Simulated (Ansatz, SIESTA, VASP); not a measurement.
## BaIn4 (I4/mmm, 5 atoms in the cell) computed with different codes at matched settings

Self-consistent single point.

```yaml
crystal:
  lattice:
    - [-2.57318, 2.57318, 6.17382]
    - [2.57318, -2.57318, 6.17382]
    - [2.57318, 2.57318, -6.17382]
  atoms:
    - { symbol: Ba, position: [0.00000, 0.00000, 0.00000] }
    - { symbol: In, position: [0.75000, 0.25000, 0.50000] }
    - { symbol: In, position: [0.25000, 0.75000, 0.50000] }
    - { symbol: In, position: [0.61779, 0.61779, 0.00000] }
    - { symbol: In, position: [0.38221, 0.38221, 0.00000] }
```

Shared settings, as Ansatz (a first-principles code) writes them: kpoints.mp_grid.grid = 5 5 5; magnetization.spin_orbit = true; scf.occupations.method = gaussian; scf.occupations.width = 0.02 Ry. Potentials and cutoffs stand in the table.

```tsv
code	model	pressure (GPa)	largest force (eV/Å)	cutoff
VASP	PBEsol, spin-orbit coupling, VASP's PBE PAW potentials (set 64)	-3.68	0.068	300 eV
Ansatz	PBEsol with spin-orbit coupling, PAW files made with PBE	-3.50	0.063	default
SIESTA	GGA PBEsol with spin-orbit coupling, numerical atomic orbitals DZP, PseudoDojo PBEsol fully relativistic norm-conserving potentials (rewritten from UPF to PSML)	–	0.022	grid 300 Ry
```

A dash marks a value that a program does not give, or that is left out as unsure.

The spread over the programs that give each value: pressure within 0.18 GPa; largest force within 0.046 eV/Å.

SIESTA uses small atom-centred bases, whose incompleteness enters pressures, forces and empty levels differently from a plane-wave cutoff. Ansatz's pressure is given at a fixed set of plane waves, as the other plane-wave codes print theirs.

VASP's run is marked for a possible Pulay error in its stress at this cutoff; no cutoff test was made.

The starting cell comes from a database of computed structures (which also holds hypothetical and non-ambient phases and stackings), without a prior relaxation at this level. Its lattice was rescaled by a random factor within 2.5 % of one.

Left out of this page: Elk (not drawn, or without a comparable value).

Keys are those of Ansatz 0.2.
